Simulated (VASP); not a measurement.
Given:

```xyz
4
Lattice="4.3837 0.0000 0.0000 -2.1919 3.7964 0.0000 0.0000 0.0000 6.0035" Properties=species:S:1:pos:R:3 pbc="T T T"
In     0.0000     2.5310     1.5009
In     2.1919     1.2655     4.5026
P      0.0000     2.5310     4.5026
P      2.1919     1.2655     1.5009
```

Level of theory: r2SCAN meta-GGA, VASP's PBE PAW potentials (set 64) (plane waves; VASP). Numerical set-up: 400 eV cut-off, 9×9×6 Γ-centred mesh, tetrahedra with Blöchl corrections, potentials In_d P.

**Question.** Give the energies of bands 13 to 21 at the high-symmetry points, in eV from the Fermi level.

**Answer.** 
```csv
band,Γ,M,K,A,L,H
13,-4.65,-5.90,-5.40,-2.45,-6.24,-6.29
14,-1.90,-5.02,-5.40,-2.45,-6.24,-6.29
15,-1.90,-3.21,-4.51,-1.25,-2.48,-3.69
16,-1.22,-3.09,-2.58,-1.25,-2.48,-3.69
17,-0.53,-1.58,-2.33,-1.25,-0.56,0.00
18,-0.53,-1.55,-2.33,-1.25,-0.56,0.00
19,0.39,0.47,3.80,0.87,2.09,3.01
20,0.94,2.89,3.80,0.87,2.09,3.01
21,3.54,4.81,4.11,4.01,3.13,4.83
```

It has no gap at this level: it comes out as a metal or semimetal.

The structure was generated: InP was put into the h-BN type (P6_3/mmc), which need not be its known phase. It was relaxed first, which changed the volume by -35 %.
